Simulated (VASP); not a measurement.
## KMgF3: single point with PBE

KMgF3:

```
K Mg F
1.0
     3.98590    0.00000    0.00000
     0.00000    3.98590    0.00000
     0.00000    0.00000    3.98590
K Mg F
1 1 3
Direct
  0.50000 0.50000 0.50000
  0.00000 0.00000 0.00000
  0.50000 0.00000 0.00000
  0.00000 0.50000 0.00000
  0.00000 0.00000 0.50000
```

| Item | Value |
| --- | --- |
| Program | VASP 6.6.1 |
| Task | single point |
| Functional | PBE |
| Potentials or basis | VASP PAW PBE potentials, release 64 (K_sv, Mg, F) |
| Cutoff | 520 eV |
| k mesh | 4 × 4 × 4 |
| Occupations | gaussian, width 0.1 eV |
| Spin | no spin polarisation |

| Quantity | Value |
| --- | --- |
| Pressure | 3.4 GPa |
| Band gap on the k mesh | 7.30 eV, indirect (least direct gap 7.63 eV) |

Levels at points of the mesh, in eV from the valence-band top:
```tsv
k point	band 13	band 14	band 15	band 16	band 17	band 18	band 19	band 20
(0.00, 0.00, 0.00)	-0.62	-0.32	-0.32	-0.32	7.30	10.08	10.08	12.24
(0.50, 0.00, 0.00)	-0.86	-0.86	-0.53	-0.53	10.12	10.45	11.12	12.82
(0.50, 0.50, 0.00)	-1.04	-0.89	-0.89	-0.02	10.92	11.70	12.63	12.63
(0.50, 0.50, 0.50)	-1.12	0.00	0.00	0.00	10.44	10.44	10.44	14.00
```

Run time: 19 s on 1 thread of AMD EPYC 7R43 64-Core Processor (Zen 3), with other jobs on the host, peak memory 0.13 GiB.

A k mesh can miss the band edges.
